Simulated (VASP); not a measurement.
Energy against volume of CaF2 (fluorite). These are PW91 GGA, VASP's PBE PAW potentials (set 64) (plane waves; VASP 6.6.1) values and carry that method's errors.

```csv
V (Å³/atom),E (eV/atom)
13.068,-5.82743
13.485,-5.83890
13.902,-5.84299
14.319,-5.84083
14.736,-5.83336
```

Question: Fit a third-order Birch-Murnaghan equation of state.

Answer: 
```json
{
 "volume_per_atom": "13.96 Å³/atom",
 "bulk_modulus": "78.5 GPa",
 "pressure_derivative_of_the_bulk_modulus": "4.54",
 "lattice_constant_a": "10.416 bohr"
}
```

Measured: bulk modulus 83.0 GPa (computed value off by -5.4 %), as given by On the Morphology of Group II Metal Fluoride Nanocrystals at Finite Temperature and Partial Pressure of HF, PMC6154342; a 5.466 Å (computed value off by +0.8 %), as given by M. Råsander et al., The Journal of Chemical Physics (2015), arXiv:1505.02379. The calculation is for a static lattice, while the measured bulk modulus, a hold thermal and zero-point effects, which are part of the difference.

The compound is CaF2 in the fluorite structure. It was relaxed first.
